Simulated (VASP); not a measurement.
Crystal: BAs.

```
B As
1.0
     0.00000    2.38850    2.38850
     2.38850    0.00000    2.38850
     2.38850    2.38850    0.00000
B As
1 1
Cartesian
  0.0000 0.0000 0.0000
  1.1943 1.1943 1.1943
```

| Property | Result |
| --- | --- |
| Program | VASP 6.6.1 |
| Task | relaxation of cell and atoms |
| Functional | PBE |
| Potentials or basis | VASP PAW PBE potentials, release 64 (B, As) |
| Cutoff | 520 eV |
| k mesh | 4 × 4 × 4 |
| Occupations | gaussian, width 0.02 eV |
| Spin | no spin polarisation |

At the start: pressure 4.0 GPa; volume 13.63 Å³/atom.

Where does the relaxation end?

Over 3 steps the energy falls by 4.9 meV/atom and the volume is 14.02 Å³/atom (+2.9 %); space group F-43m (No. 216, to 0.05 Å).

The path:
```tsv
step	energy change (eV)	largest force (eV/Å)	pressure (GPa)	volume (Å³)
1	0.0000	0.0000	4.04	27.25
2	-0.0050	0.0000	-2.58	28.63
3	-0.0098	0.0000	0.01	28.05
```

Final structure:
```
B As
1.0
     0.00000    2.41158    2.41158
     2.41158    0.00000    2.41158
     2.41158    2.41158    0.00000
B As
1 1
Direct
  0.00000 0.00000 0.00000
  0.25000 0.25000 0.25000
```

Caveat: the k mesh is coarse (spacing up to 0.57 Å⁻¹), so the values aren't converged.
